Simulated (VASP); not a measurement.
Consider the following.

```xyz
4
Lattice="4.1441 0.0000 0.0000 -2.0720 3.5889 0.0000 0.0000 0.0000 5.4756" Properties=species:S:1:pos:R:3 pbc="T T T"
Sn     2.0430     1.1763     4.0746
Sn    -0.0273     2.4362     1.3761
Pt     0.0071    -0.0461     2.7219
Pt     0.0491     0.0224     0.0407
```

Computed with LDA (Ceperley-Alder, Perdew-Zunger), VASP's LDA PAW potentials (set 64) (plane waves; VASP 6.6.1). Numerical set-up: 300 eV cut-off, 5×5×4 Γ-centred mesh, Fermi-Dirac smearing of 0.10 eV, potentials Sn_d Pt.

At this cut-off the stress carries a Pulay error, which pulls relaxed volumes low.

### Question
Give the force on each atom (eV/Å).

### Answer

| atom | Fx | Fy | Fz |
|---|---|---|---|
| Sn1 | 0.336 | 0.096 | 0.222 |
| Sn2 | 0.438 | -0.433 | -0.095 |
| Pt3 | -0.321 | 0.271 | 0.588 |
| Pt4 | -0.454 | 0.066 | -0.714 |

### Question
Give the stress tensor in GPa (positive for a compressed cell).

### Answer

```
-3.51  -0.19   0.00
-0.19  -5.39  -0.13
 0.00  -0.13  -5.50
```
The pressure is its mean diagonal, -4.80 GPa.

The structure comes from a computed database's SnPt entry; how it stands against other phases isn't given here. The cell was not relaxed at this level, atoms are displaced from their ideal sites. The k-mesh is coarse (spacing up to 0.35 per Å, 2π included), so the numbers may not be converged in it.
